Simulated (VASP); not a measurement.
Here is the system:

```yaml
crystal:
  lattice:
    - [0.00000, 3.10383, 3.10383]
    - [3.10383, 0.00000, 3.10383]
    - [3.10383, 3.10383, 0.00000]
  atoms:
    - { symbol: K, position: [0.00000, 0.00000, 0.00000] }
    - { symbol: Cl, position: [0.50000, 0.50000, 0.50000] }
```

Method: PBE GGA with D3 dispersion (Becke-Johnson damping), VASP's PBE PAW potentials (set 64) (plane waves; VASP). Settings: 520 eV cut-off, 7×7×7 Γ-centred mesh, Gaussian smearing of 0.050 eV, potentials K_sv Cl.

Q: Predict the energy per atom (σ→0), band gap (on the k-mesh) with the smallest direct gap where there is one.

A: 
band gap (on the k-mesh): 5.33 eV
smallest direct gap (on the k-mesh): 5.33 eV
energy per atom (σ→0): -346.8 kJ/mol of atoms

The compound is KCl in the rock salt structure. This cell is one point of a volume scan, at 0.97 of the reference volume.
